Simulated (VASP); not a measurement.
Level of theory: PBEsol GGA, VASP's PBE PAW potentials (set 64) (plane waves; VASP).

VASP ran on this input.

### POSCAR
```
K
1
   -2.5670569027     2.5670569027     2.5670569027
    2.5670569027    -2.5670569027     2.5670569027
    2.5670569027     2.5670569027    -2.5670569027
K
1
Direct
  0.0000000000   0.0000000000   0.0000000000
```

**INCAR**
```
SYSTEM = K
PREC = Accurate
ENCUT = 480
EDIFF = 1E-7
NELM = 100
ALGO = Normal
LREAL = .FALSE.
LASPH = .TRUE.
ISMEAR = 1
SIGMA = 0.1
GGA = PS
LWAVE = .FALSE.
LCHARG = .FALSE.
ISIF = 2
```

File KPOINTS:
```
Automatic mesh
0
gamma
 10 10 10
```

POTCAR, in this order: K_sv (PBE.64 set). Program: vasp_std.

Q: What does the run give for the energy per atom (σ→0), band gap (on the k-mesh)?

A: 
- energy per atom (σ→0) = -108.8 kJ/mol of atoms
- band gap (on the k-mesh) = none (metal, semimetal or under 0.01 eV)

### OSZICAR
```
...
DAV:   6    -0.112862429521E+01    0.23081E-02   -0.40624E-03  1192   0.534E-01    0.142E+00
DAV:   7    -0.112809351359E+01    0.53078E-03   -0.71385E-03  1144   0.645E-01    0.986E-02
DAV:   8    -0.112807587493E+01    0.17639E-04   -0.52004E-04  1128   0.296E-01    0.272E-02
DAV:   9    -0.112808871514E+01   -0.12840E-04   -0.20745E-05  1184   0.402E-02    0.157E-02
DAV:  10    -0.112808875941E+01   -0.44268E-07   -0.25193E-06  1184   0.132E-02    0.272E-03
DAV:  11    -0.112808853588E+01    0.22353E-06   -0.10466E-07  1064   0.458E-03    0.302E-04
DAV:  12    -0.112808856706E+01   -0.31186E-07   -0.89246E-10   792   0.254E-04
   1 F= -.11280886E+01 E0= -.11277349E+01  d E =-.106102E-02
```

The compound is K in the bcc structure. This cell was strained or had an atom moved on purpose.
